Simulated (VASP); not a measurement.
```
AsB
1.0
    0.00000     2.22794     2.22794
    2.22794     0.00000     2.22794
    2.22794     2.22794     0.00000
B As
1 1
Direct
  0.00000   0.00000   0.00000
  0.25000   0.25000   0.25000
```

Method: PBEsol GGA, VASP's PBE PAW potentials (set 64) (plane waves; VASP 6.6.1). Settings: 620 eV cut-off, 10×10×10 Γ-centred mesh, Gaussian smearing of 0.050 eV, potentials B As.

Problem. Estimate the energy per atom (σ→0), pressure.

Solution. 
- energy per atom (σ→0) = -5.799 eV/atom
- pressure = 44.96 GPa

The absolute energy has meaning only against runs of the same code, potentials and settings.

The structure was generated: BAs was put into the zinc blende type (F-43m), which need not be its known phase. It was relaxed first under an external pressure of 45 GPa.
